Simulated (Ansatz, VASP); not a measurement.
**ZrC (wurtzite type (invented)): VASP beside Ansatz**

Wanted: the spread between two codes on one cell, functional and k mesh. The cell is generated by rule, not measured, and may not be a known phase. Of the first pair: The two relaxations start from unlike cells of this crystal (the structure described is Ansatz's start), so only their ends are compared.

Method: plane waves, with VASP 6.6.1 beside it; relaxation of cell and atoms at PBEsol, in Ansatz 0.2.0.

### 1. The starting structure

It takes space group P6_3mc (No. 186, hexagonal). The conventional cell has a = 4.017 Å, b = 4.017 Å, c = 6.560 Å, α = 90.00°, β = 90.00°, γ = 120.00°. Nearest to Zr lie 4 C at 2.46 Å. C has 4 Zr at 2.46 Å nearest. Farther neighbours are not listed.

### 2. Ansatz: relaxation of cell and atoms, PBEsol, pair 1

Ansatz runs on its default PAW (the set named soft_2) files.

The relaxed volume is the usual yardstick between codes: in a stiff, nearly cubic crystal its relative difference is about their pressure difference at one cell divided by the bulk modulus.

input.yaml

```yaml
crystal:
  lattice:
    - [4.017163, 0.0, 0.0]
    - [-2.008582, 3.478965, 0.0]
    - [0.0, 0.0, 6.56003]
  atoms:
    - { symbol: Zr, position: [0.333333, 0.666667, 0.0] }
    - { symbol: Zr, position: [0.666667, 0.333333, 0.5] }
    - { symbol: C, position: [0.333333, 0.666667, 0.375] }
    - { symbol: C, position: [0.666667, 0.333333, 0.875] }
kpoints:
  mp_grid: { grid: [6, 6, 4] }
hamiltonian:
  xc: pbesol
scf:
  occupations: { method: gaussian, width: 0.1 }
output:
  forces: true
  stress: true
  eigenvalues: true
relax:
  adjacent_minimum: "off"
  f_tol: 0.05
  max_steps: 80
  cell: { stress_tol: 0.5 }
```

The run is started by

```sh
> ansatz run input.yaml --threads 2 --pin off --max-ram 5120MiB --backend cpu --events-out ev --progress --plain --runs-dir out
```

Numbers of over 12 decimals in the logs are rounded to 6 here.

The program printed:

```text
Warning: the atoms were moved onto the symmetric positions of the space group found under crystal.symmetry.tolerance 1.0e-5 (fractional; no operation is sought that the atoms, as they stand in a round, miss by more than twice it, and no atom is moved by as much as it), and the run uses the moved positions. Before a round's move an operation carried an atom to 4.02e-6 Å from where it should land, the largest such dist [...]
The last accepted step is kept in <dir> (removed where the run ends without a failure and the disk answers)
Engine: ansatz 0.2.0, aarch64-unknown-linux-gnu
Pseudopotentials: kind: paw
Pseudopotential: Zr, paw, valence charge 12, recommended cutoff 420 eV (normal), Zr.paw.azcp
Pseudopotential: C, paw, valence charge 4, recommended cutoff 420 eV (normal), C.paw.azcp
Functional definition: PBEsol
  exchange = pbesol_x
  correlation = pbesol_c
Crystal: 4 atoms, lattice volume = 91.680 Å³
Basis set: ecut = 420 eV, 1785 PW (Γ), exchange–correlation on 54×54×90 points (8 copies of the dense FFT grid, shifted against one another)
Bands: 20, of which v1, the nominal top of the filled ones, is band 16 counted from 1 (15 counted from 0)
Symmetry: 12 space group operations
Space group: P63mc (ITA 186), of the structure as read, at distance tolerance 4.5e-5 Å
k-points: 21 of 144 (time reversal used)
Non-local potential: Zr, projectors of the file, l = 0: 3, l = 1: 2, l = 2: 2, l = 3: 2
Non-local potential: C, projectors of the file, l = 0: 2, l = 1: 2, l = 2: 1
PAW form: soft (Blöchl's): semilocal exchange-correlation on the pseudo side does not see the compensation charge
PAW frozen core: Zr, regenerated for the run's functional, and the local potential with it (the file was generated under x = pbe(κ = 0.804, μ = 0.219515), c = pbe(β = 0.066725))
PAW frozen core: C, regenerated for the run's functional, and the local potential with it (the file was generated under x = pbe(κ = 0.804, μ = 0.219515), c = pbe(β = 0.066725))
PAW one-centre angular grid: Zr, 590 points (default); XC on 64 Gauss nodes
PAW one-centre angular grid: C, 110 points (default); XC on 64 Gauss nodes
[...]
SCF iter   2: F=—  HF=-8753.074860 eV  |F-HF|=—  |Δ(HF+E_count)|=   5.86e-4  Δρ=1.05e-3  dr2=6.14e-4  ethr=6.38e-6  ⟨swp⟩=1.7  Hψ=488  notcnv=0
SCF iter   3: F=—  HF=-8753.074637 eV  |F-HF|=—  |Δ(HF+E_count)|=   2.23e-4  Δρ=1.86e-4  dr2=2.09e-5  ethr=1.92e-6  ⟨swp⟩=2.0  Hψ=581  notcnv=0
SCF iter   4: F=—  HF=-8753.074630 eV  |F-HF|=—  |Δ(HF+E_count)|=   7.15e-6  Δρ=7.09e-5  dr2=2.13e-6  ethr=6.55e-8  ⟨swp⟩=2.0  Hψ=584  notcnv=0
SCF iter   5: F=—  HF=-8753.074631 eV  |F-HF|=—  |Δ(HF+E_count)|=   1.67e-6  Δρ=1.31e-5  dr2=9.35e-8  ethr=6.67e-9  ⟨swp⟩=1.7  Hψ=529  notcnv=0
SCF iter   6: F=-8753.074631 eV  HF=-8753.074631 eV  |F-HF|=4.47e-10  |Δ(HF+E_count)|=   1.06e-8  Δρ=1.71e-6  dr2=2.02e-9  ethr=1.25e-11  ⟨swp⟩=3.3  Hψ=1848  notcnv=0
SCF 14 converged in 6 iterations: F = -8753.074631 eV  dr2 = 2.02e-9
relax step  14: F+E_penalty+E_count = -8753.07463139 eV  Δ(F+E_penalty+E_count) = +1.969e-4 eV  max|allowed force component| = 6.586e-2 eV/Å  Δτ_max = 0.0158 Å  P = +0.034 GPa  Ω = 60.289 Å³  energy of the carried Pulay correction = +2.726e-2 eV  (6 SCF iters, rejected (line search))
[...]
relax step  15: F+E_penalty+E_count = -8753.07536909 eV  Δ(F+E_penalty+E_count) = -5.408e-4 eV  max|allowed force component| = 6.880e-3 eV/Å  Δτ_max = 0.0069 Å  P = -0.011 GPa  Ω = 60.281 Å³  energy of the carried Pulay correction = +2.727e-2 eV  (6 SCF iters, accepted)
[...]
relax step  16: F+E_penalty+E_count = -8753.07537840 eV  Δ(F+E_penalty+E_count) = -9.314e-6 eV  max|allowed force component| = 1.195e-3 eV/Å  Δτ_max = 0.0010 Å  P = +0.001 GPa  Ω = 60.280 Å³  energy of the carried Pulay correction = +2.727e-2 eV  (5 SCF iters, accepted)
[...]
relax step  17: F+E_penalty+E_count = -8753.06945512 eV  Δ(F+E_penalty+E_count) = +5.923e-3 eV  max|allowed force component| = 1.409e-3 eV/Å  Δτ_max = 0.0000 Å  P = -0.148 GPa  Ω = 60.280 Å³  stress off target by 1.56e-1 GPa  SCF on the basis re-selected at this cell (its energy is not comparable with the rows above)  (4 SCF iters)
basis re-selected at this cell: Δ(F+E_penalty+E_count) = +5.923e-3 eV, ΔP = -0.148 GPa vs the last step (what re-selecting the basis moved, of the pressure what is left beyond the Pulay correction that the steps carried, after the strain that the cell walked since its last selection, with what the two solves' SCF thresholds leave and, on support functions, any second-order correction that the steps lacked; it is no measure of the basis error at this ecutwfc). The dense FFT grid was sized anew with the basis: this SCF ran on 27×27×32 points, the steps before it on 27×27×45, so part of this shift can come from that change (see relax.cell in the input reference). [rest of the remark cut]
SCF converged after 4 iterations
Free energy (F): -8753.069455 eV
Harris-Foulkes:  -8753.069455 eV  (|F-HF|=5.42e-10)
Internal energy: -8753.067218 eV  (E = F + TS)
E sigma→0 (E₀):  -8753.068336 eV
Entropy (-TS):   -0.002237 eV (-0.559 meV/atom)
Fermi energy:    12.074812 eV
--- Per-component energies (eV) ---
  E_band       = -180.086144
  E_kinetic    = 844.480829
  E_local      = -1535.202093  (includes V_loc(G=0)·N_el)
  E_nonlocal   = 213.718750
  E_hartree    = 486.499116
  E_xc         = -418.363434
  E_vxc        = -501.995571  (∫ρ·V_xc dr)
  E_paw        = -5988.868851  (= ΣΔE_a)
  E_vpaw       = -174.085951  (= ΣTr[D̂ρ^β])
  E_aug_tail   = 0.000057  (compensation charges beyond the density's cutoff)
  E_ewald      = -2355.705232
  E_core_change = 0.373642  (= ΣΔE_core)
  E_smearing   = -0.002237  (= −TS)
  E_closure    = -0.000000  (closes the sum)
  Σ components = -8753.069455   (vs F -8753.069455, Δ=0.00e0)
--- Forces (eV/Å), atoms counted from 1 ---
  atom   1  Zr    -0.00000000     0.00000000    -0.00140907
  atom   2  Zr     0.00000000    -0.00000000    -0.00140907
  atom   3  C      0.00000000     0.00000000     0.00140922
  atom   4  C      0.00000000    -0.00000000     0.00140922
  max |Σ_I F_I| component: 2.83e-7 eV/Å
--- Stress (GPa, compression-positive) ---
       -0.143422       0.000000       0.000000
        0.000000      -0.143422      -0.000000
        0.000000      -0.000000      -0.155945
  P = ⅓ Tr σ = -0.1476 GPa (-1.476 kbar)
--- Band table (eV; the first three rows and the last of 21) ---
  k-point 0: bands = [... 12 lower, 9.6362, 9.6362, 10.6667, 13.1321, 13.1321, 13.1332, 14.5176, 16.3413]
  k-point 1: bands = [... 12 lower, 9.3887, 9.3887, 9.7363, 10.8810, 14.0695, 14.0695, 15.1783, 16.6360]
  k-point 2: bands = [... 12 lower, 9.0780, 9.0780, 9.1799, 9.1799, 15.9048, 15.9048, 15.9048, 15.9048]
  k-point 20: bands = [... 12 lower, 10.1120, 10.1120, 10.3096, 10.3096, 13.3195, 13.3195, 16.0518, 16.0518]
--- Relaxed structure (16 steps of the walk, 12 accepted, 1 SCFs on fresh bases) ---
  F+E_penalty+E_count = -8753.06945512 eV   max|allowed force component| = 1.409e-3 eV/Å   (the final SCF, on the basis selected at the relaxed cell)
  cell:  # Å, volume = 60.2797 Å³
    - [3.852713, 2.7685765915222636e-7, 4.5438001051783427e-17]
    - [-1.926357, 3.336547, -1.7261403883177337e-18]
    - [7.420028701155488e-17, 3.9584705997022246e-17, 4.689293]
  atoms:
    - { symbol: Zr, position: [0.333333, 0.666667, -0.054893] }
    - { symbol: Zr, position: [0.666667, 0.333333, 0.445107] }
    - { symbol: C, position: [0.333333, 0.666667, 0.429893] }
    - { symbol: C, position: [0.666667, 0.333333, 0.929893] }
```

In the SCF lines HF is the Harris–Foulkes energy and dr2 the Hartree energy of the density residual, in eV; the loop may stop once dr2 is under the threshold and the program's other checks hold. Hψ counts applications of the Hamiltonian.

### 3. VASP: relaxation of cell and atoms, PBEsol, pair 1

Its own start cell and the same functional, mesh and smearing now go to VASP, with its own data sets.

Lines of VASP's logs that name or quote its potential files are left out, and so is its time.

INCAR

```
SYSTEM = ZrC
PREC = Accurate
ENCUT = 600
EDIFF = 1E-07
NELM = 120
ISMEAR = 0
SIGMA = 0.1
LREAL = .FALSE.
ALGO = Normal
GGA = PS
NBANDS = 22
LASPH = .TRUE.
LORBIT = 11
LWAVE = .FALSE.
LCHARG = .FALSE.
ISIF = 3
IBRION = 2
NSW = 80
EDIFFG = -0.005
GGA_COMPAT = .FALSE.
NELMIN = 4
KPAR = 2
```

POSCAR

```
ZrC
1.0
    3.8534811095      0.0000000473      0.0000000000
   -1.9267409934      3.3372123438      0.0000000000
    0.0000000000      0.0000000000      4.6901077906
Zr C
2 2
Direct
    0.3333334163      0.6666666667      0.9449577098
    0.6666665837      0.3333333333      0.4449577098
    0.3333334163      0.6666666667      0.4300422521
    0.6666665837      0.3333333333      0.9300422521
```

KPOINTS

```
Automatic mesh
0
Gamma
6 6 4
0 0 0
```

Potentials, in the order of the species: Zr_sv and C (PBE family, release 64).

The run is started by

```sh
> mpirun -np 2 vasp_std
```

The program printed:

```text
[banner, memory and clock lines left out]
running    2 mpi-ranks, on    1 nodes
 distrk:  each k-point on    1 cores,    2 groups
 distr:  one band on    1 cores,    1 groups

 POSCAR found type information on POSCAR ZrC
 POSCAR found :  2 types and       4 ions
|                                                                             |
|               ----> ADVICE to this user running VASP <----                  |
|                                                                             |
|     You enforced a specific xc type in the INCAR file but a different       |
|     [... a line on the potential file left out ...]
|     I HOPE YOU KNOW WHAT YOU ARE DOING!                                     |
|                                                                             |

 LDA part: xc-table for (Slater+PW92), standard interpolation
 POSCAR, INCAR and KPOINTS ok, starting setup
 FFT: planning ... GRIDC
 FFT: planning ... GRID_SOFT
 FFT: planning ... GRID
 WAVECAR not read
 entering main loop
       N       E                     dE             d eps       ncg     rms          rms(c)
DAV:   1     0.299546200329E+03    0.29955E+03   -0.18478E+04   924   0.160E+03
DAV:   2    -0.202666250887E+02   -0.31981E+03   -0.30436E+03  1064   0.424E+02
DAV:   3    -0.464291310482E+02   -0.26163E+02   -0.25644E+02  1650   0.966E+01
DAV:   4    -0.475838333018E+02   -0.11547E+01   -0.11535E+01  1226   0.200E+01
DAV:   5    -0.476437981167E+02   -0.59965E-01   -0.59962E-01  1392   0.327E+00    0.305E+01
DAV:   6    -0.399731582738E+02    0.76706E+01   -0.44674E+01  1064   0.319E+01    0.114E+01
DAV:   7    -0.398961088616E+02    0.77049E-01   -0.29935E+00  1374   0.854E+00    0.743E+00
DAV:   8    -0.398857340861E+02    0.10375E-01   -0.23267E-01  1146   0.303E+00    0.934E-01
DAV:   9    -0.398742699793E+02    0.11464E-01   -0.72258E-02  1178   0.119E+00    0.319E-01
DAV:  10    -0.398743207016E+02   -0.50722E-04   -0.48797E-03  1148   0.555E-01    0.114E-01
DAV:  11    -0.398743528522E+02   -0.32151E-04   -0.33304E-04  1394   0.134E-01    0.235E-02
DAV:  12    -0.398743450390E+02    0.78132E-05   -0.17793E-05  1234   0.374E-02    0.489E-03
DAV:  13    -0.398743453858E+02   -0.34683E-06   -0.12545E-06  1308   0.869E-03    0.130E-03
DAV:  14    -0.398743453773E+02    0.85442E-08   -0.64443E-08   774   0.217E-03
   1 F= -.39874345E+02 E0= -.39873185E+02  d E =-.398743E+02
 curvature:   0.00 expect dE= 0.000E+00 dE for cont linesearch  0.000E+00
 trial: gam= 0.00000 g(F)=  0.259E-05 g(S)=  0.678E-05 ort = 0.000E+00 (trialstep = 0.100E+01)
 search vector abs. value=  0.937E-05
 bond charge predicted
       N       E                     dE             d eps       ncg     rms          rms(c)
DAV:   1    -0.398743808216E+02   -0.35436E-04   -0.18810E-03  1014   0.393E-01    0.753E-02
DAV:   2    -0.398743516101E+02    0.29211E-04   -0.11750E-04  1130   0.927E-02    0.266E-02
DAV:   3    -0.398743418861E+02    0.97241E-05   -0.39495E-05  1456   0.471E-02    0.117E-02
DAV:   4    -0.398743432976E+02   -0.14115E-05   -0.40014E-06  1228   0.119E-02    0.372E-03
DAV:   5    -0.398743442307E+02   -0.93314E-06   -0.11235E-06  1508   0.584E-03    0.318E-03
DAV:   6    -0.398743448617E+02   -0.63099E-06   -0.18421E-07   910   0.269E-03    0.709E-04
DAV:   7    -0.398743449122E+02   -0.50446E-07   -0.35934E-08   624   0.152E-03
   2 F= -.39874345E+02 E0= -.39873193E+02  d E =0.465119E-06
 trial-energy change:    0.000000  1 .order    0.000001   -0.000009    0.000011
 step:   0.4674(harm=  0.4674)  dis= 0.00008  next Energy=   -39.874348 (dE=-0.219E-05)
 bond charge predicted
       N       E                     dE             d eps       ncg     rms          rms(c)
DAV:   1    -0.398743584157E+02   -0.13554E-04   -0.53497E-04   960   0.210E-01    0.401E-02
DAV:   2    -0.398743508357E+02    0.75801E-05   -0.33639E-05  1112   0.496E-02    0.142E-02
DAV:   3    -0.398743483264E+02    0.25093E-05   -0.11253E-05  1450   0.251E-02    0.627E-03
DAV:   4    -0.398743481885E+02    0.13789E-06   -0.11392E-06  1226   0.637E-03    0.197E-03
DAV:   5    -0.398743480021E+02    0.18638E-06   -0.27140E-07   994   0.312E-03    0.159E-03
DAV:   6    -0.398743477973E+02    0.20480E-06   -0.83018E-08   616   0.180E-03    0.299E-04
DAV:   7    -0.398743477792E+02    0.18169E-07   -0.34865E-08   570   0.109E-03
   3 F= -.39874348E+02 E0= -.39873191E+02  d E =-.240188E-05
 curvature:  -0.23 expect dE=-0.266E-06 dE for cont linesearch -0.368E-09
 trial: gam= 0.13425 g(F)=  0.764E-06 g(S)=  0.372E-06 ort =-0.122E-06 (trialstep = 0.893E+00)
 search vector abs. value=  0.127E-05
 reached required accuracy - stopping structural energy minimisation
```

OUTCAR, selected parts (step 3):

```text
ion  position               nearest neighbor table
   1  0.333  0.667  0.945-   4 2.23   4 2.23   4 2.23   3 2.28   3 2.42   2 3.23   2 3.23   2 3.23
                             2 3.23   2 3.23   2 3.23
   2  0.667  0.333  0.445-   3 2.23   3 2.23   3 2.23   4 2.28   4 2.42   1 3.23   1 3.23   1 3.23
                             1 3.23   1 3.23   1 3.23
   3  0.333  0.667  0.430-   2 2.23   2 2.23   2 2.23   1 2.28   1 2.42
   4  0.667  0.333  0.930-   1 2.23   1 2.23   1 2.23   2 2.28   2 2.42

  LATTYP: Found a hexagonal cell.
 ALAT       =     3.8534811095
 C/A-ratio  =     1.2171093246

 Subroutine GETGRP returns: Found 12 space group operations
 (whereof  6 operations were pure point group operations)

The static configuration has the point symmetry C_3v.
 The point group associated with its full space group is C_6v.

 Found     21 irreducible k-points:

   k-points           NKPTS =     21   k-points in BZ     NKDIM =     21   number of bands    NBANDS=     22

   dimension x,y,z NGX =    32 NGY =   32 NGZ =   40
   dimension x,y,z NGXF=    64 NGYF=   64 NGZF=   80

   ENCUT  =  600.0 eV  44.10 Ry    6.64 a.u.   7.70  7.70  9.37*2*pi/ulx,y,z

   NELECT =      32.0000    total number of electrons

 k-points in reciprocal lattice and weights: Automatic mesh
   0.00000000  0.00000000  0.00000000       0.007
   0.16666667 -0.00000000  0.00000000       0.042
   0.33333333 -0.00000000  0.00000000       0.042
   0.50000000 -0.00000000  0.00000000       0.021
   0.16666667  0.16666667  0.00000000       0.042
   0.33333333  0.16666667  0.00000000       0.083
   0.33333333  0.33333333  0.00000000       0.014
   0.00000000  0.00000000  0.25000000       0.014
   0.16666667 -0.00000000  0.25000000       0.083
[...]
0.33333333  0.16666667  0.50000000       0.083
   0.33333333  0.33333333  0.50000000       0.014

 average (electrostatic) potential at core
       1 -74.9333       2 -74.9333       3 -45.8525       4 -45.8525

 E-fermi :   7.5388

 k-point     1 :       0.0000    0.0000    0.0000
  band No.  band energies     occupation
    ...
     11       4.8222      2.00000
     12       4.8222      2.00000
     13       5.1060      2.00000
     14       5.1060      2.00000
     15       6.1353      2.00000
     16       8.6008      0.00000
     17       8.6008      0.00000
     18       8.6076      0.00000
     19       9.9833      0.00000
     20      11.8127      0.00000
    ...

 k-point     2 :       0.1667   -0.0000    0.0000
  band No.  band energies     occupation
    ...
     12       5.1438      2.00000
     13       5.2118      2.00000
     14       5.4383      2.00000
     15       6.0114      2.00000
     16       7.3965      1.95589
     17       8.2948      0.00000
     18       9.6959      0.00000
     19      10.8801      0.00000
     20      12.1196      0.00000
     21      12.2338      0.00000
    ...

 k-point     3 :       0.3333   -0.0000    0.0000
  band No.  band energies     occupation
    ...
     12       5.4385      2.00000
     13       5.8456      2.00000
     14       6.0600      2.00000
     15       6.3899      2.00000
     16       6.5048      2.00000
     17       7.8653      0.00000
     18      10.2692      0.00000
     19      10.5642      0.00000
     20      12.3192      0.00000
     21      12.5097      0.00000
    ...

  Total        0.0026257      0.0026257      0.0041335     -0.0000000     -0.0000000      0.0000000
  in kB        0.0697618      0.0697618      0.1098239     -0.0000000     -0.0000000      0.0000000
  external PRESSURE =       0.0831158 kB  Pullay stress =       0.0000000 kB

  energy-cutoff  :      600.00
  volume of cell :       60.30
      direct lattice vectors                 reciprocal lattice vectors
     3.853320663  0.000000047 -0.000000000     0.259516422  0.149831919 -0.000000000
    -1.926660770  3.337073393 -0.000000000    -0.000000004  0.299663770 -0.000000000
     0.000000000  0.000000000  4.689545101    -0.000000000  0.000000000  0.213240299

 POSITION                                       TOTAL-FORCE (eV/Angst)
 -----------------------------------------------------------------------------------
      0.00000      2.22472      4.43150         0.000000     -0.000000      0.001990
      1.92666      1.11236      2.08673        -0.000000      0.000000      0.001990
      0.00000      2.22472      2.01662         0.000000      0.000000     -0.001990
      1.92666      1.11236      4.36139        -0.000000      0.000000     -0.001990
 -----------------------------------------------------------------------------------
    total drift:                                0.000071     -0.000041      0.000064

  FREE ENERGIE OF THE ION-ELECTRON SYSTEM (eV)
  ---------------------------------------------------
  free  energy   TOTEN  =       -39.8743477792 eV

  energy  without entropy=      -39.8720347728  energy(sigma->0) =      -39.87319128

 reached required accuracy - stopping structural energy minimisation

 total charge
# of ion       s       p       d       tot
------------------------------------------
    1        2.194   6.034   1.668   9.897
    2        2.194   6.034   1.668   9.897
    3        0.887   1.494   0.000   2.381
    4        0.887   1.494   0.000   2.381
--------------------------------------------------
tot          6.162  15.056   3.336  24.554

[... 3 further parts left out ...]
```

The k-mesh is coarse for a metal. The run keeps the 12 symmetry operations of its start, so it cannot find a distortion of lower symmetry.

### 4. Side by side

Known differences besides the potentials themselves: the cutoff is 420 eV in Ansatz and 600 eV in VASP; Ansatz makes its cores anew for this functional, VASP keeps those of its PBE data sets; Ansatz adds a Pulay correction to the stress that steers its cell, VASP none. Total energies have different zeros and are not compared.

The two programs side by side:

```
                                         quantity  Ansatz   VASP  difference
                                      volume (Å³)   60.28  60.30     -0.04 %
edge a after relaxation, in the typed setting (Å)   3.853  3.853     -0.02 %
edge c after relaxation, in the typed setting (Å)   4.689  4.689     +0.00 %
```

[end of part 1 of 2]

[Lines on the potential files, build, host, timing and source positions are cut from VASP's logs without a mark.]

[Logs are printed without paths, hosts, clocks, repeated set-up lines and the standing remarks that a program may print on its own settings, such as how far it seeks lower states.]

[Hosts, paths, dates, database ids (printed as entryN), source tags and the programs' standing remarks are cut or masked in the printed files.]
